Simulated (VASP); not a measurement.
Input:

```
CELL_PARAMETERS angstrom
      1.25500    -2.17372     0.00000
      1.25500     2.17372     0.00000
      0.00000     0.00000     4.07000
ATOMIC_POSITIONS crystal
  Co 0.33333 0.66667 0.25000
  Co 0.66667 0.33333 0.75000
```
Starting moments (μB, in the order of the record's atoms Co Co): 1.8 1.8.

Method: PBE GGA with D3 dispersion (Becke-Johnson damping), VASP's PBE PAW potentials (set 64) (plane waves; VASP). Run with 520 eV cut-off, 15×15×8 Γ-centred mesh, first-order Methfessel-Paxton smearing of 0.10 eV, potentials Co.

Energy and stress use the plane-wave basis of the starting cell.

**Question.** The ions, cell shape and volume are relaxed. Predict the relaxed structure.

**Answer.** 
```
CELL_PARAMETERS angstrom
      1.23394    -2.13725     0.00000
      1.23394     2.13725     0.00000
      0.00000     0.00000     3.98501
ATOMIC_POSITIONS crystal
  Co 0.33333 0.66667 0.25000
  Co 0.66667 0.33333 0.75000
```
Space group P6_3/mmc (194), at a tolerance of 0.03 Å. The cell ends with 3.20 μB, on the sites 1.61 1.61 μB.

**Question.** How do energy and volume change from the first to the last step?

**Answer.** The energy (σ→0) changes by -21.4 meV/atom and the volume by -5.3 %, in 5 ionic steps.

| step | E(σ→0) (eV) | max force (eV/Å) | pressure (GPa) | volume (Å³) |
|---|---|---|---|---|
| 1 | -14.8788 | 0.000 | -10.95 | 22.21 |
| 2 | -14.8702 | 0.000 | 14.77 | 19.85 |
| 3 | -14.9216 | 0.000 | -0.11 | 21.04 |
| 4 | -14.9216 | 0.000 | 0.08 | 21.02 |
| 5 | -14.9217 | 0.000 | 0.09 | 21.02 |

The compound is Co in the hcp structure. This run relaxes it. Symmetry was kept, so distortions that lower it aren't found.
